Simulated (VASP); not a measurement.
Data:

```xyz
5
Lattice="-2.1965 2.1965 5.0058 2.1965 -2.1965 5.0058 2.1965 2.1965 -5.0058" Properties=species:S:1:pos:R:3 pbc="T T T"
Ba     0.0000     0.0000     6.0123
Si     2.1965     2.1965     4.9680
Si     2.1965     0.0000     3.5709
Si     0.0000     2.1965     3.5709
Pt     0.0000     0.0000     2.4898
```

All values below come from PBEsol GGA, VASP's PBE PAW potentials (set 64) (plane waves; VASP). Numerical set-up: 400 eV cut-off, 11×11×11 Γ-centred mesh, tetrahedra with Blöchl corrections, potentials Ba_sv Si Pt.

The cores are frozen, which limits the accuracy of field gradients.

### Question
Give the principal components of the electric field gradient (V/Å²) and the asymmetry η at each nucleus.

### Answer

```
atom    Vxx    Vyy    Vzz     η
----  -----  -----  -----  ----
Ba1   -20.5  -20.5   41.1  0.00
Si2    11.5   11.5  -23.1  0.00
Si3   -29.6  -12.8   42.4  0.40
Si4   -29.6  -12.8   42.4  0.40
Pt5    20.5   20.5  -41.1  0.00
```

The structure comes from a computed database's BaSi3Pt entry (I4mm); how it stands against other phases isn't given here. It was relaxed first.
